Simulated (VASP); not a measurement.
Data:

```yaml
crystal:
  lattice:
    - [3.37601, 0.00000, 0.00000]
    - [0.00000, 3.37601, 0.00000]
    - [0.00000, 0.00000, 3.37601]
  atoms:
    - { symbol: I, position: [0.00000, 0.00000, 0.00000] }
```

The numbers are results of PBEsol GGA, VASP's PBE PAW potentials (set 64) (plane waves; VASP), not measurements. Numerical set-up: 400 eV cut-off, Gaussian smearing of 0.050 eV, potentials I.

Question: Give the energies of bands 2 to 5 at the high-symmetry points, in eV from the Fermi level.

Answer: 
```tsv
band	Γ	X	M	R
2	-0.14	-5.13	-4.08	-3.15
3	-0.14	0.64	-4.08	-3.15
4	-0.14	0.64	1.35	-3.15
5	5.35	7.76	3.32	5.22
```

It has no gap at this level: it comes out as a metal or semimetal.

The structure was generated: I was put into the simple-cubic type (Pm-3m), which need not be its known phase. It was relaxed first.
